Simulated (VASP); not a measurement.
## FeC23 (a cell with a defect): single point with PBEsol

FeC23 (a cell with a defect):

```
Fe C
1.0
     0.00000    5.35032    5.35032
     3.56688    0.00000    3.56688
     3.56688    3.56688    0.00000
Fe C
1 23
Cartesian
  0.0087 5.3401 5.3444
  1.7822 1.7786 0.0061
  5.3489 3.5656 1.7861
  3.5642 1.7811 1.7868
  0.0155 1.7870 1.7940
  1.7595 3.5635 1.8079
  5.3261 5.3678 3.5704
  3.5739 3.5597 3.5668
  3.5608 7.1234 3.5644
  1.8129 5.3354 3.5463
  1.8126 3.5392 5.3430
  3.5662 5.3466 5.3547
  0.9713 0.9741 0.9814
  2.5826 2.6000 0.9843
  2.5817 0.9791 2.6051
  4.4574 2.6737 2.6810
  0.8548 2.6899 2.6970
  2.6971 4.4524 2.6626
  2.6970 2.6556 4.4596
  4.4531 4.4554 4.4629
  1.0085 4.3464 4.3537
  2.6772 6.2366 4.4670
  2.6768 4.4592 6.2449
  4.4634 6.2314 6.2387
```

```json
{
 "Program": "VASP 6.6.1",
 "Task": "single point",
 "Functional": "PBEsol",
 "Potentials or basis": "VASP PAW PBE potentials, release 64 (Fe, C)",
 "Cutoff": "450 eV",
 "k mesh": "3 × 4 × 4",
 "Occupations": "gaussian, width 0.03 eV",
 "Spin": "collinear spin, zero start",
 "Starting moments": "[0.0, 0.0, 0.0, 0.0, 0.0, 0.0, 0.0, 0.0, 0.0, 0.0, 0.0, 0.0, 0.0, 0.0, 0.0, 0.0, 0.0, 0.0, 0.0, 0.0, 0.0, 0.0, 0.0, 0.0] μB",
 "Fixed moment": "0 μB"
}
```

| Quantity | Value |
| --- | --- |
| Largest force | 0.484 eV/Å |
| Net moment | 0.00 μB per cell |
| Valence electrons inside the program's atomic spheres | Fe 8.93; C 2.60, 2.59, 2.61, 2.58, 2.68, 2.66, 2.56, 2.57, 2.55 |

Forces on the atoms (eV/Å):
```
Fe   0.062 -0.077 -0.050
C    0.011  0.003 -0.034
C    0.007 -0.027 -0.004
C    0.032 -0.006  0.006
C   -0.009  0.053  0.060
C   -0.061  0.010  0.051
C   -0.058  0.055  0.020
C    0.000 -0.006  0.001
C   -0.035 -0.037 -0.044
C    0.042  0.022 -0.044
C    0.044 -0.051  0.018
C   -0.020  0.008 -0.005
C    0.276  0.284  0.278
C   -0.269 -0.278  0.277
C   -0.262  0.269 -0.264
C   -0.010  0.013  0.006
C   -0.004 -0.003 -0.009
C    0.015 -0.004 -0.017
C    0.013 -0.017 -0.007
C    0.004  0.001 -0.006
C    0.211 -0.226 -0.224
C    0.010  0.003  0.013
C    0.021  0.014 -0.016
C   -0.021 -0.003 -0.006
```

It took 5.8 min on 4 MPI ranks on AMD EPYC 7R13 Processor (Zen 3) (shared host), peak memory 0.41 GiB a rank.

Caveat: the k mesh is coarse (spacing up to 0.38 Å⁻¹), so the values aren't converged; the PAW data sets were made with another functional, which shifts forces and pressure a little; the total moment is fixed, so each spin has its own Fermi level.
